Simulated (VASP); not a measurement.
Output of a VASP run:

### OSZICAR
```
       N       E                     dE             d eps       ncg     rms          rms(c)
DAV:   1    -0.215287280152E+02   -0.21529E+02   -0.48569E+03  2450   0.843E+02
DAV:   2    -0.544179285341E+02   -0.32889E+02   -0.30876E+02  2318   0.163E+02
DAV:   3    -0.546979777797E+02   -0.28005E+00   -0.27982E+00  2418   0.153E+01
DAV:   4    -0.546991383044E+02   -0.11605E-02   -0.11605E-02  2397   0.106E+00
DAV:   5    -0.546991477923E+02   -0.94879E-05   -0.94881E-05  2362   0.916E-02    0.120E+01
DAV:   6    -0.509788818306E+02    0.37203E+01   -0.36539E+00  2173   0.161E+01    0.589E+00
DAV:   7    -0.512893811316E+02   -0.31050E+00   -0.60541E-01  2181   0.437E+00    0.428E+00
DAV:   8    -0.513921406373E+02   -0.10276E+00   -0.35296E-01  2189   0.377E+00    0.948E-01
DAV:   9    -0.514146551784E+02   -0.22515E-01   -0.41624E-02  2213   0.143E+00    0.210E-01
DAV:  10    -0.514194040004E+02   -0.47488E-02   -0.34379E-03  2198   0.416E-01    0.275E-02
DAV:  11    -0.514188306369E+02    0.57336E-03   -0.11438E-03  2253   0.220E-01    0.911E-02
DAV:  12    -0.514195204330E+02   -0.68980E-03   -0.53396E-04  2197   0.141E-01    0.647E-03
DAV:  13    -0.514195323124E+02   -0.11879E-04   -0.16933E-05  2262   0.324E-02    0.229E-03
DAV:  14    -0.514195321033E+02    0.20910E-06   -0.14547E-06  1347   0.942E-03
   1 F= -.51419532E+02 E0= -.51419561E+02  d E =-.514195E+02
```

### OUTCAR
```
------------------------ aborting loop because EDIFF is reached ----------------------------------------
  FORCE on cell =-STRESS in cart. coord.  units (eV):
  Direction    XX          YY          ZZ          XY          YZ          ZX
  --------------------------------------------------------------------------------------
  Total       -0.0022251     -0.0022251     -0.0022251     -0.0000000      0.0000000      0.0000000
  in kB       -0.2299537     -0.2299537     -0.2299537     -0.0000000      0.0000000      0.0000000
  external PRESSURE =      -0.2299537 kB  Pullay stress =       0.0000000 kB
  volume of cell :       15.50
      direct lattice vectors                 reciprocal lattice vectors
    -1.570798758  1.570798758  1.570798758     0.000000000  0.318309394  0.318309394
     1.570798758 -1.570798758  1.570798758     0.318309394  0.000000000  0.318309394
     1.570798758  1.570798758 -1.570798758     0.318309394  0.318309394  0.000000000
 POSITION                                       TOTAL-FORCE (eV/Angst)
 -----------------------------------------------------------------------------------
      0.00000      0.00000      0.00000         0.000000     -0.000000     -0.000000
 -----------------------------------------------------------------------------------
    total drift:                                0.000000     -0.000000      0.000000
  FREE ENERGIE OF THE ION-ELECTRON SYSTEM (eV)
  ---------------------------------------------------
  free  energy   TOTEN  =       -51.4195321033 eV

  energy  without entropy=      -51.4196187700  energy(sigma->0) =      -51.41956099

 reached required accuracy - stopping structural energy minimisation
```
(Selected blocks of OUTCAR.)

POSCAR:
```
Pt
1
   -1.5707987580     1.5707987580     1.5707987580
    1.5707987580    -1.5707987580     1.5707987580
    1.5707987580     1.5707987580    -1.5707987580
Pt
1
Direct
  1.0000000000   1.0000000000   0.0000000000
```

Q: Write an INCAR and KPOINTS that could have produced this output.

A: This is not unique; one that fits is the input of the run itself, r2SCAN meta-GGA, plane waves, VASP's PBE PAW potentials (set 64).

KPOINTS:
```
Automatic
0
gamma
 15 15 15
0 0 0
```

**INCAR**
```
! general
SYSTEM   =  Pt
PREC     =  Accurate
ENCUT    =  400   ! plane-wave cut-off (eV)
LREAL    =  .FALSE.   ! projection in real space or not
LASPH    =  .TRUE.   ! aspherical one-centre terms

! electronic loop
EDIFF    =  1E-6   ! SCF stop (eV)
NELM     =  100   ! most electronic steps
ALGO     =  Normal   ! blocked Davidson
LMAXMIX  =  6   ! l cut-off of mixed one-centre charges
LMIXTAU  =  .TRUE.

! smearing
ISMEAR   =  1
SIGMA    =  0.1   ! width (eV)

! functional
METAGGA  =  R2SCAN

! ions
IBRION   =  2   ! conjugate gradients
NSW      =  60
ISIF     =  3
EDIFFG   =  -0.01   ! ionic stop

! output
LWAVE    =  .FALSE.
LCHARG   =  .FALSE.
```

POTCAR, in this order: Pt (PBE.64 set). Program: vasp_std.

The structure comes from a computed database's Pt entry (Im-3m); how it stands against other phases isn't given here. It was relaxed first. The start is the result of an earlier pass.
